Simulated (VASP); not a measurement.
OSZICAR of a VASP run on Ba:

**OSZICAR**
```
       N       E                     dE             d eps       ncg     rms          rms(c)
DAV:   1    -0.566710998628E+01   -0.56671E+01   -0.78452E-05   778   0.249E-02    0.597E-03
DAV:   2    -0.566710405052E+01    0.59358E-05   -0.16464E-05   738   0.124E-02    0.314E-03
DAV:   3    -0.566710297007E+01    0.10804E-05   -0.24704E-06   678   0.588E-03    0.124E-03
DAV:   4    -0.566710262105E+01    0.34902E-06   -0.10952E-06   562   0.282E-03
   1 F= -.56671026E+01 E0= -.56675155E+01  d E =0.123850E-02
```

### Question
Which electronic solver shows in the log?

### Answer
It is blocked Davidson (ALGO = Normal, or the opening steps of other solvers). The INCAR had ALGO = Normal.

### Question
Can the final energy be trusted as converged?

### Answer
The run converged. It stopped with EDIFF = 1E-6, NELM = 100 (PBEsol GGA, plane waves, VASP's PBE PAW potentials (set 64)).

The cell is a thin slab with vacuum, built from Ba (bcc): (110) face.
